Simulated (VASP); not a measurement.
Take Cu$_{3}$Au (L1_2), with a static lattice, in VASP with PAW potentials, and its lattice constant a.

Q: One run gives 3.732 Å. Which level is it?
A. LDA
B. vdW-DF2
C. revPBE
D. vdW-DF-cx

A: D, vdW-DF-cx.  The others give 3.679 (LDA), 3.921 (vdW-DF2), 3.817 (revPBE).

Only levels that ran to the end are used. Left out are those held back, those with too coarse a band path, GW runs whose mesh misses a band edge, hybrids' fits of cells that aren't cubic and levels without matching references; a question may draw on a part of the rest.

The compound is Cu3Au in the L1_2 structure.
